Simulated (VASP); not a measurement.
Sn:

```
Sn
1.0
     0.00000    3.28499    3.28499
     3.28499    0.00000    3.28499
     3.28499    3.28499    0.00000
Sn
2
Direct
  0.50000 0.50000 0.50000
  0.75000 0.75000 0.75000
```

This isn't the form of Sn at room conditions, which is tetragonal (white tin).

- Program: VASP 6.6.1
- Task: relaxation of cell and atoms
- Functional: PBE
- Potentials or basis: VASP PAW PBE potentials, release 64 (Sn_d)
- Cutoff: 600 eV
- k mesh: 12 × 12 × 12
- Occupations: gaussian, width 0.1 eV
- Spin: no spin polarisation

At the start: pressure 1.5 GPa; volume 35.45 Å³/atom.

Q: Where does the relaxation end?

A: Over 3 steps the energy falls by 6.2 meV/atom and the volume is 36.83 Å³/atom (+3.9 %); space group Fd-3m (No. 227, to 0.05 Å).

Step by step:
```tsv
step	energy change (eV)	largest force (eV/Å)	pressure (GPa)	volume (Å³)
1	0.0000	0.0000	1.49	70.90
2	-0.0117	0.0000	-0.32	74.34
3	-0.0124	0.0000	0.00	73.65
```

Final structure:
```yaml
crystal:
  lattice:
    - [0.00000, 3.32703, 3.32703]
    - [3.32703, 0.00000, 3.32703]
    - [3.32703, 3.32703, 0.00000]
  atoms:
    - { symbol: Sn, position: [0.50000, 0.50000, 0.50000] }
    - { symbol: Sn, position: [0.75000, 0.75000, 0.75000] }
```
